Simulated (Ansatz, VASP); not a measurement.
# Cross-check of ScGa3 between VASP and Ansatz

One calculation is typed for both programs; each brings its own data sets and cutoff. How far apart do they land? The cell is taken from a series of VASP runs on this material, whose earlier steps may have relaxed, scaled or displaced it; both programs get it as it stands.

Program: Ansatz 0.2.0. Level of theory: plane waves, with VASP 6.6.1 beside it; zone-centre phonons at LDA. Results are calculated unless marked as measured.

**1. Set-up**

It takes space group Pm-3m (No. 221, cubic). Conventional cell: a = 3.992 Å, b = 3.992 Å, c = 3.992 Å, α = 90.00°, β = 90.00°, γ = 90.00°. Nearest to Sc lie 12 Ga at 2.82 Å. Nearest to Ga lie 4 Sc at 2.82 Å and 8 Ga at 2.82 Å. Farther neighbours are not listed.

As a file:

```xyz
4
Lattice="3.9919 0.0000 0.0000 0.0000 3.9919 0.0000 0.0000 0.0000 3.9919" Properties=species:S:1:pos:R:3 pbc="T T T"
Sc    0.0000    0.0000    0.0000
Ga    0.0000    1.9959    1.9959
Ga    1.9959    0.0000    1.9959
Ga    1.9959    1.9959    0.0000
```

**2. VASP: zone-centre phonons, LDA**

Second derivatives magnify differences that forces hide, and they need a tight electronic threshold.

Lines of VASP's logs that name or quote its potential files are left out, and so is its time.

File INCAR:

```
SYSTEM = ScGa3
PREC = Accurate
ENCUT = 400
EDIFF = 1E-08
NELM = 100
ISMEAR = 1
SIGMA = 0.2
LREAL = .FALSE.
ALGO = Normal
GGA = CA
NBANDS = 31
LASPH = .TRUE.
LORBIT = 11
LWAVE = .FALSE.
LCHARG = .FALSE.
KPAR = 4
IBRION = 8
ISIF = 2
```

File POSCAR:

```
ScGa3
1.0
    3.9918721828      0.0000000000      0.0000000000
    0.0000000000      3.9918721828      0.0000000000
    0.0000000000      0.0000000000      3.9918721828
Sc Ga
1 3
Direct
    0.0000000000      0.0000000000      0.0000000000
    0.0000000000      0.5000000000      0.5000000000
    0.5000000000      0.0000000000      0.5000000000
    0.5000000000      0.5000000000      0.0000000000
```

File KPOINTS:

```
Automatic mesh
0
Gamma
10 10 10
0 0 0
```

The projector-augmented-wave data sets are Sc_sv and Ga_d (LDA family, release 64).

Command:

```console
$ mpirun -np 4 vasp_std
```

Numbers of over 12 decimals in the logs are rounded to 6 here.

Output:

```text
[banner, memory and clock lines left out]
running    4 mpi-ranks, on    1 nodes
 distrk:  each k-point on    1 cores,    4 groups
 distr:  one band on    1 cores,    1 groups

 POSCAR found type information on POSCAR ScGa
 POSCAR found :  2 types and       4 ions
 LDA part: xc-table for (Slater(with rela. corr.)+CA(PZ))
 , standard interpolation
 POSCAR, INCAR and KPOINTS ok, starting setup
 FFT: planning ... GRIDC
 FFT: planning ... GRID_SOFT
 FFT: planning ... GRID
 WAVECAR not read
 entering main loop
       N       E                     dE             d eps       ncg     rms          rms(c)
DAV:   1     0.374995498239E+03    0.37500E+03   -0.20297E+04  3552   0.247E+03
DAV:   2     0.213009860063E+02   -0.35369E+03   -0.34733E+03  3510   0.581E+02
DAV:   3    -0.195269111926E+02   -0.40828E+02   -0.39957E+02  4642   0.170E+02
DAV:   4    -0.208391943184E+02   -0.13123E+01   -0.12898E+01  4589   0.304E+01
DAV:   5    -0.208717964887E+02   -0.32602E-01   -0.32574E-01  4560   0.492E+00    0.930E+00
DAV:   6    -0.199329239387E+02    0.93887E+00   -0.32124E+00  4766   0.159E+01    0.318E+00
DAV:   7    -0.198541771386E+02    0.78747E-01   -0.15613E-01  4513   0.397E+00    0.181E+00
DAV:   8    -0.198277400752E+02    0.26437E-01   -0.56470E-02  4767   0.174E+00    0.206E-01
DAV:   9    -0.198269181883E+02    0.82189E-03   -0.78148E-03  4389   0.106E+00    0.713E-02
DAV:  10    -0.198268665672E+02    0.51621E-04   -0.63557E-04  5273   0.272E-01    0.458E-02
DAV:  11    -0.198268407324E+02    0.25835E-04   -0.24246E-04  4893   0.178E-01    0.143E-02
DAV:  12    -0.198268395917E+02    0.11407E-05   -0.23122E-05  5212   0.482E-02    0.368E-03
DAV:  13    -0.198268394976E+02    0.94017E-07   -0.11330E-06  5253   0.932E-03    0.260E-03
DAV:  14    -0.198268394505E+02    0.47115E-07   -0.26337E-07  4830   0.563E-03    0.275E-04
DAV:  15    -0.198268394498E+02    0.69485E-09   -0.83936E-09  2488   0.109E-03
   1 F= -.19826839E+02 E0= -.19826491E+02  d E =-.104447E-02
 Linear response reoptimize wavefunctions to high precision
DAV:   1    -0.198268394500E+02   -0.13733E-09   -0.23353E-09  2452   0.636E-04
DAV:   2    -0.198268394500E+02   -0.50932E-10   -0.86275E-10  2044   0.389E-04
 Linear response DOF=           3
 Linear response progress:
  Degree of freedom:   1/  3
       N       E                     dE             d eps       ncg     rms          rms(c)
RMM:   1    -0.749299251851E+00   -0.74930E+00   -0.99012E+01  8262   0.116E+02
RMM:   2    -0.744721026938E+00    0.45782E-02   -0.21521E-01 13095   0.280E+00    0.148E-01
RMM:   3    -0.746811413325E+00   -0.20904E-02   -0.32773E-02 14430   0.912E-01    0.413E-02
RMM:   4    -0.746036960835E+00    0.77445E-03   -0.21024E-03 15472   0.279E-01    0.341E-02
RMM:   5    -0.746119027085E+00   -0.82066E-04   -0.33302E-04 16069   0.975E-02    0.108E-02
RMM:   6    -0.746160401082E+00   -0.41374E-04   -0.41115E-05 15436   0.316E-02    0.788E-03
RMM:   7    -0.746243915659E+00   -0.83515E-04   -0.97814E-06 16506   0.117E-02    0.385E-04
RMM:   8    -0.746243873295E+00    0.42364E-07   -0.28273E-06 15996   0.456E-03    0.417E-04
RMM:   9    -0.746251008609E+00   -0.71353E-05   -0.98423E-07 15907   0.201E-03    0.136E-04
RMM:  10    -0.746252511722E+00   -0.15031E-05   -0.31961E-07 16262   0.875E-04    0.849E-05
RMM:  11    -0.746254052909E+00   -0.15412E-05   -0.11321E-07 16061   0.419E-04    0.324E-05
RMM:  12    -0.746255200371E+00   -0.11475E-05   -0.52035E-08 16532   0.236E-04    0.127E-05
RMM:  13    -0.746254932587E+00    0.26778E-06   -0.21134E-08 15714   0.146E-04    0.535E-06
RMM:  14    -0.746254876596E+00    0.55991E-07   -0.10339E-08 15263   0.101E-04    0.362E-06
RMM:  15    -0.746254877083E+00   -0.48731E-09   -0.53514E-09 11007   0.773E-05    0.506E-06
 first order change of Fermi-energy   0.56959E-03
 force on displaced ion       1 direction 1 :  -8.641  -0.000   0.000
 Linear response progress:
  Degree of freedom:   2/  3
       N       E                     dE             d eps       ncg     rms          rms(c)
RMM:   1    -0.168066978527E+00   -0.16807E+00    0.17616E-01 10395   0.577E+00
RMM:   2    -0.167712344058E+00    0.35463E-03   -0.36222E-02 14866   0.118E+00    0.305E-02
RMM:   3    -0.167937648593E+00   -0.22530E-03   -0.50346E-03 15591   0.372E-01    0.212E-02
RMM:   4    -0.167986784686E+00   -0.49136E-04   -0.57567E-04 15496   0.989E-02    0.118E-02
RMM:   5    -0.168011698407E+00   -0.24914E-04   -0.76263E-05 15243   0.347E-02    0.220E-03
RMM:   6    -0.168008134599E+00    0.35638E-05   -0.79939E-06 15688   0.126E-02    0.391E-04
RMM:   7    -0.168005739683E+00    0.23949E-05   -0.28691E-06 16007   0.497E-03    0.161E-04
RMM:   8    -0.168004193025E+00    0.15467E-05   -0.60781E-07 16199   0.207E-03    0.628E-05
RMM:   9    -0.168003887442E+00    0.30558E-06   -0.26384E-07 15898   0.908E-04    0.257E-05
RMM:  10    -0.168003610816E+00    0.27663E-06   -0.39817E-08 16119   0.443E-04    0.930E-06
RMM:  11    -0.168003495355E+00    0.11546E-06   -0.39263E-08 15855   0.232E-04    0.266E-06
RMM:  12    -0.168003486702E+00    0.86525E-08   -0.58756E-09 17076   0.138E-04    0.106E-06
 first order change of Fermi-energy  -0.50909E-04
 force on displaced ion       2 direction 1 :  -3.910   0.000  -0.000
 Linear response progress:
  Degree of freedom:   3/  3
       N       E                     dE             d eps       ncg     rms          rms(c)
RMM:   1    -0.171048681597E+00   -0.17105E+00    0.67280E-02 19082   0.666E+00
RMM:   2    -0.168683437098E+00    0.23652E-02   -0.40010E-02 25357   0.118E+00    0.362E-02
RMM:   3    -0.168806396482E+00   -0.12296E-03   -0.44711E-03 26747   0.366E-01    0.265E-02
RMM:   4    -0.168879221793E+00   -0.72825E-04   -0.63642E-04 25776   0.116E-01    0.647E-03
RMM:   5    -0.168882087952E+00   -0.28662E-05   -0.82960E-05 26990   0.424E-02    0.312E-03
RMM:   6    -0.168882635964E+00   -0.54801E-06   -0.43242E-05 26945   0.158E-02    0.668E-04
RMM:   7    -0.168877332996E+00    0.53030E-05   -0.12590E-05 27589   0.614E-03    0.230E-04
RMM:   8    -0.168875936954E+00    0.13960E-05   -0.84995E-06 28167   0.255E-03    0.132E-04
RMM:   9    -0.168873098436E+00    0.28385E-05   -0.33260E-06 27893   0.118E-03    0.359E-05
RMM:  10    -0.168873243415E+00   -0.14498E-06   -0.91395E-07 26852   0.585E-04    0.135E-05
RMM:  11    -0.168873258584E+00   -0.15169E-07   -0.11017E-06 28468   0.314E-04    0.919E-06
RMM:  12    -0.168873062783E+00    0.19580E-06   -0.45454E-07 27736   0.190E-04    0.264E-06
RMM:  13    -0.168873013364E+00    0.49419E-07   -0.15809E-07 31424   0.129E-04    0.191E-06
RMM:  14    -0.168872959735E+00    0.53629E-07   -0.94826E-08 31543   0.997E-05    0.111E-06
RMM:  15    -0.168872974791E+00   -0.15056E-07   -0.41594E-08 31123   0.823E-05    0.587E-07
RMM:  16    -0.168872967463E+00    0.73286E-08   -0.21877E-08 29421   0.724E-05    0.298E-07
 first order change of Fermi-energy  -0.55449E-05
 force on displaced ion       2 direction 2 :   0.000  -5.725   0.000
 Linear response finished
```

From OUTCAR (step 2):

```text
ion  position               nearest neighbor table
   1  0.000  0.000  0.000-   2 2.82   3 2.82   4 2.82   2 2.82   3 2.82   2 2.82   4 2.82   2 2.82
                             3 2.82   4 2.82   3 2.82   4 2.82
   2  0.000  0.500  0.500-   1 2.82   3 2.82   4 2.82   1 2.82   4 2.82   1 2.82   3 2.82   1 2.82
                             3 2.82   4 2.82   4 2.82   3 2.82
   3  0.500  0.000  0.500-   1 2.82   2 2.82   4 2.82   1 2.82   4 2.82   2 2.82   4 2.82   4 2.82
                             1 2.82   2 2.82   1 2.82   2 2.82
   4  0.500  0.500  0.000-   1 2.82   2 2.82   3 2.82   2 2.82   3 2.82   1 2.82   3 2.82   3 2.82
                             1 2.82   2 2.82   2 2.82   1 2.82

  LATTYP: Found a simple cubic cell.
 ALAT       =     3.9918721828

 Subroutine GETGRP returns: Found 48 space group operations
 (whereof 48 operations were pure point group operations)

The static configuration has the point symmetry O_h .

 Found     56 irreducible k-points:

   k-points           NKPTS =     56   k-points in BZ     NKDIM =     56   number of bands    NBANDS=     31

   dimension x,y,z NGX =    28 NGY =   28 NGZ =   28
   dimension x,y,z NGXF=    56 NGYF=   56 NGZF=   56

   ENCUT  =  400.0 eV  29.40 Ry    5.42 a.u.   6.51  6.51  6.51*2*pi/ulx,y,z

   NELECT =      50.0000    total number of electrons

 k-points in reciprocal lattice and weights: Automatic mesh
   0.00000000  0.00000000  0.00000000       0.001
   0.10000000  0.00000000  0.00000000       0.006
   0.20000000  0.00000000  0.00000000       0.006
   0.30000000  0.00000000  0.00000000       0.006
   0.40000000  0.00000000  0.00000000       0.006
   0.50000000  0.00000000  0.00000000       0.003
   0.10000000  0.10000000  0.00000000       0.012
   0.20000000  0.10000000  0.00000000       0.024
   0.30000000  0.10000000  0.00000000       0.024
[...]
0.50000000  0.50000000  0.40000000       0.006
   0.50000000  0.50000000  0.50000000       0.001

 average (electrostatic) potential at core
       1 -43.3938       2 -64.5432       3 -64.5432       4 -64.5432

  Total        0.1332877      0.1332877      0.1332877      0.0000000      0.0000000     -0.0000000
  in kB        3.3571506      3.3571506      3.3571506      0.0000000      0.0000000     -0.0000000
  external PRESSURE =       3.3571506 kB  Pullay stress =       0.0000000 kB

  energy-cutoff  :      400.00
  volume of cell :       63.61
      direct lattice vectors                 reciprocal lattice vectors
     3.991872183  0.000000000  0.000000000     0.250509023  0.000000000  0.000000000
     0.000000000  3.991872183  0.000000000     0.000000000  0.250509023  0.000000000
     0.000000000  0.000000000  3.991872183     0.000000000  0.000000000  0.250509023

 POSITION                                       TOTAL-FORCE (eV/Angst)
 -----------------------------------------------------------------------------------
      0.00000      0.00000      0.00000         0.000000      0.000000      0.000000
      0.00000      1.99594      1.99594         0.000000      0.000000      0.000000
      1.99594      0.00000      1.99594         0.000000      0.000000      0.000000
      1.99594      1.99594      0.00000         0.000000      0.000000      0.000000
 -----------------------------------------------------------------------------------
    total drift:                                0.000000      0.000000      0.000000

 Eigenvectors and eigenvalues of the dynamical matrix
 ----------------------------------------------------

   1 f  =    8.054481 THz    50.607794 2PiTHz  268.668554 cm-1    33.310640 meV
             X         Y         Z           dx          dy          dz
      0.000000  0.000000  0.000000     0.033938    0.826293    0.050534
      0.000000  1.995936  1.995936     0.004452   -0.387357   -0.023690
      1.995936  0.000000  1.995936    -0.015910    0.108399   -0.023690
      1.995936  1.995936  0.000000    -0.015910   -0.387357    0.006629

   2 f  =    8.054481 THz    50.607794 2PiTHz  268.668554 cm-1    33.310640 meV
             X         Y         Z           dx          dy          dz
      0.000000  0.000000  0.000000     0.662182    0.003257   -0.497967
      0.000000  1.995936  1.995936     0.086870   -0.001527    0.233441
      1.995936  0.000000  1.995936    -0.310423    0.000427    0.233441
      1.995936  1.995936  0.000000    -0.310423   -0.001527   -0.065327

   3 f  =    8.054481 THz    50.607794 2PiTHz  268.668554 cm-1    33.310640 meV
             X         Y         Z           dx          dy          dz
      0.000000  0.000000  0.000000    -0.496820    0.060785   -0.660259
      0.000000  1.995936  1.995936    -0.065176   -0.028495    0.309522
      1.995936  0.000000  1.995936     0.232903    0.007974    0.309522
      1.995936  1.995936  0.000000     0.232903   -0.028495   -0.086617

   4 f  =    4.252198 THz    26.717346 2PiTHz  141.838048 cm-1    17.585669 meV
             X         Y         Z           dx          dy          dz
      0.000000  0.000000  0.000000     0.026332    0.366355    0.003540
      0.000000  1.995936  1.995936    -0.060641    0.272696    0.002635
      1.995936  0.000000  1.995936     0.019600   -0.843698    0.002635
      1.995936  1.995936  0.000000     0.019600    0.272696   -0.008152

   5 f  =    4.252198 THz    26.717346 2PiTHz  141.838048 cm-1    17.585669 meV
             X         Y         Z           dx          dy          dz
      0.000000  0.000000  0.000000     0.358402   -0.026494    0.075950
      0.000000  1.995936  1.995936    -0.825381   -0.019721    0.056533
      1.995936  0.000000  1.995936     0.266775    0.061015    0.056533
      1.995936  1.995936  0.000000     0.266775   -0.019721   -0.174909

   6 f  =    4.252198 THz    26.717346 2PiTHz  141.838048 cm-1    17.585669 meV
             X         Y         Z           dx          dy          dz
      0.000000  0.000000  0.000000    -0.076006    0.001991    0.359362
      0.000000  1.995936  1.995936     0.175039    0.001482    0.267490
      1.995936  0.000000  1.995936    -0.056575   -0.004585    0.267490
      1.995936  1.995936  0.000000    -0.056575    0.001482   -0.827593

   7 f  =    4.225610 THz    26.550291 2PiTHz  140.951178 cm-1    17.475711 meV
             X         Y         Z           dx          dy          dz
      0.000000  0.000000  0.000000     0.000000    0.000000   -0.000000
      0.000000  1.995936  1.995936    -0.000000    0.319523   -0.630790
      1.995936  0.000000  1.995936    -0.003080   -0.000000    0.630790
      1.995936  1.995936  0.000000     0.003080   -0.319523    0.000000

   8 f  =    4.225610 THz    26.550291 2PiTHz  140.951178 cm-1    17.475711 meV
             X         Y         Z           dx          dy          dz
      0.000000  0.000000  0.000000    -0.000000   -0.000000    0.000000
      0.000000  1.995936  1.995936     0.000000   -0.609235   -0.309492
      1.995936  0.000000  1.995936     0.181790    0.000000    0.309492
      1.995936  1.995936  0.000000    -0.181790    0.609235   -0.000000

   9 f  =    4.225610 THz    26.550291 2PiTHz  140.951178 cm-1    17.475711 meV
             X         Y         Z           dx          dy          dz
      0.000000  0.000000  0.000000     0.000000    0.000000   -0.000000
      0.000000  1.995936  1.995936    -0.000000   -0.163518   -0.079492
      1.995936  0.000000  1.995936    -0.683332   -0.000000    0.079492
      1.995936  1.995936  0.000000     0.683332    0.163518    0.000000

  10 f/i=    0.015068 THz     0.094674 2PiTHz    0.502610 cm-1     0.062316 meV
             X         Y         Z           dx          dy          dz
      0.000000  0.000000  0.000000    -0.022941   -0.421603   -0.018347
      0.000000  1.995936  1.995936    -0.028342   -0.522552   -0.022740
      1.995936  0.000000  1.995936    -0.028434   -0.520864   -0.022740
      1.995936  1.995936  0.000000    -0.028434   -0.522552   -0.022666

  11 f/i=    0.015068 THz     0.094674 2PiTHz    0.502610 cm-1     0.062316 meV
             X         Y         Z           dx          dy          dz
      0.000000  0.000000  0.000000     0.211673   -0.027391    0.364768
      0.000000  1.995936  1.995936     0.261509   -0.033950    0.452109
      1.995936  0.000000  1.995936     0.262357   -0.033840    0.452109
      1.995936  1.995936  0.000000     0.262357   -0.033950    0.450648

  12 f/i=    0.015068 THz     0.094674 2PiTHz    0.502610 cm-1     0.062316 meV
             X         Y         Z           dx          dy          dz
      0.000000  0.000000  0.000000    -0.365075    0.010611    0.212648
      0.000000  1.995936  1.995936    -0.451027    0.013152    0.263565
      1.995936  0.000000  1.995936    -0.452489    0.013110    0.263565
      1.995936  1.995936  0.000000    -0.452489    0.013152    0.262714

 ELASTIC MODULI CONTR FROM IONIC RELAXATION (kBar)
 Direction    XX          YY          ZZ          XY          YZ          ZX
 --------------------------------------------------------------------------------
 XX           0.0000      0.0000      0.0000      0.0000      0.0000      0.0000
 YY           0.0000      0.0000      0.0000      0.0000      0.0000      0.0000
 ZZ           0.0000      0.0000      0.0000      0.0000      0.0000      0.0000
 XY           0.0000      0.0000      0.0000      0.0000      0.0000      0.0000
 YZ           0.0000      0.0000      0.0000      0.0000      0.0000      0.0000
 ZX           0.0000      0.0000      0.0000      0.0000      0.0000      0.0000
 --------------------------------------------------------------------------------
```

Energies printed during the response cycles are not total energies of the cell.

[end of part 1 of 2]

[Lines on the potential files, build, host, timing and source positions are cut from VASP's logs without a mark.]

[Logs are printed without paths, hosts, clocks, repeated set-up lines and the standing remarks that a program may print on its own settings, such as how far it seeks lower states.]

[Hosts, paths, dates, database ids (printed as entryN), source tags and the programs' standing remarks are cut or masked in the printed files.]
